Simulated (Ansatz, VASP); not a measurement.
One calculation of YAl2N3, two programs

```
Y Al N
1.0
     5.11282    0.00000    0.00000
    -2.55641    4.42783    0.00000
     0.00000    0.00000    2.91534
Y Al N
1 2 3
Direct
  0.00000 0.00000 0.00000
  0.33333 0.66667 0.50000
  0.66667 0.33333 0.50000
  0.50000 0.00000 0.00000
  0.00000 0.50000 0.00000
  0.50000 0.50000 0.00000
```

Alike in both runs: task relaxation of cell and atoms; functional PBE; k mesh 6 × 6 × 6; occupations gaussian, width 0.1 eV; no spin polarisation.

```csv
,VASP,Ansatz
version,VASP 6.6.1,Ansatz 0.2.0
potentials or method,"VASP PAW PBE potentials, release 64 (Y_sv, Al, N)","scalar-relativistic, plane waves, PAW"
plane-wave cutoff (eV),600,420
valence electrons in the cell,32,32
```

```csv
,VASP,Ansatz,Ansatz less VASP
"gap on the k mesh at the Fermi level, each at its own relaxed structure (eV)",none,none,-
relaxed volume (Å³/atom),10.89,10.88,-0.013
relaxed cell length with the largest relative difference (Å),5.192,5.189,-0.0034
energy change over the relaxation (meV/atom),-31,-31,+0.1
```

A gap of «none» marks a metal or a gap that the smearing closes.
